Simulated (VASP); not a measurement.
Energy against volume of MnS (rock salt, AFM-II order). Computed with vdW-DF2, VASP's PBE PAW potentials (set 64) (plane waves; VASP). Run with 520 eV cut-off, 7×7×7 Γ-centred mesh, Gaussian smearing of 0.050 eV, potentials Mn_pv S.

| V (Å³/atom) | E (eV/atom) |
|---|---|
| 17.756 | -4.20591 |
| 18.305 | -4.21034 |
| 18.854 | -4.20760 |
| 19.403 | -4.19868 |

Problem. Fit these four points and predict the energy of the run at 17.207 Å³/atom.

Solution. A cubic in V^(−2/3), the third-order Birch-Murnaghan form, passes through the four points with V0 = 18.36 Å³/atom and B0 = 69 GPa, and gives -4.1931 eV/atom there. The run gave -4.1933 eV/atom, -0.1 meV/atom from the fit; all five points give B0 = 69 GPa.

The compound is MnS in the rock salt, AFM-II order structure. It was relaxed first.
